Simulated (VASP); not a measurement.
Wanted: the native input for a VASP 6.6.1 run.

```
Task                   : optical spectrum
Functional             : PBE
Potentials or basis    : VASP PAW PBE potentials, release 64 (Fe, Si)
Cutoff                 : 520 eV
k mesh                 : 8 × 8 × 8
Occupations            : gaussian, width 0.03 eV
Spin                   : no spin polarisation
Further INCAR settings : ALGO = Fast; EDIFF = 1e-06; NBANDS = 48
```

The structure of FeSi lies in POSCAR:

```
FeSi                                    
1.0
    4.4062665076      0.0000000000      0.0000000000
   -0.0000000000      4.4062665076      0.0000000000
    0.0000000000     -0.0000000000      4.4062665076
  Fe              Si            
     4     4
Direct
     0.1372158926830286    0.1372158926830286    0.1372158926830286
     0.3627841073169713    0.8627841073169714    0.6372158926830286
     0.6372158926830286    0.3627841073169713    0.8627841073169714
     0.8627841073169714    0.6372158926830286    0.3627841073169713
     0.8410393182158028    0.8410393182158028    0.8410393182158028
     0.6589606817841972    0.1589606817841972    0.3410393182158027
     0.3410393182158027    0.6589606817841972    0.1589606817841972
     0.1589606817841972    0.3410393182158027    0.6589606817841972
```

One way to write it, as run:

INCAR

```
SYSTEM = FeSi
PREC = Accurate
ENCUT = 520
EDIFF = 1E-6
ISMEAR = 0
SIGMA = 0.03
LREAL = .False.
LASPH = .True.
NELM = 80
ALGO = Fast
ISIF = 2
LWAVE = .False.
LCHARG = .False.
GGA = PE
LOPTICS = .True.
NBANDS = 48
NEDOS = 1000
CSHIFT = 0.1
KPAR = 2
```

KPOINTS

```
Automatic mesh
0
Gamma
  8 8 8
  0 0 0
```

Potentials or basis: VASP PAW PBE potentials, release 64 (Fe, Si).

Launch:

```bash
$ cat potpaw_PBE.64/Fe/POTCAR potpaw_PBE.64/Si/POTCAR > POTCAR
$ mpirun -np 2 vasp_std > vasp.out
```

Results of the run:

The pressure is 6.8 GPa and the largest force is 0.036 eV/Å. The band gap on the k mesh is 0.16 eV, indirect (least direct gap 0.17 eV).

Caveat: independent-particle spectra lack excitons.

Run time: 61 s on 2 MPI ranks on Intel(R) Xeon(R) 6975P-C (Granite Rapids), with other jobs on the host, peak memory 0.46 GiB a rank.
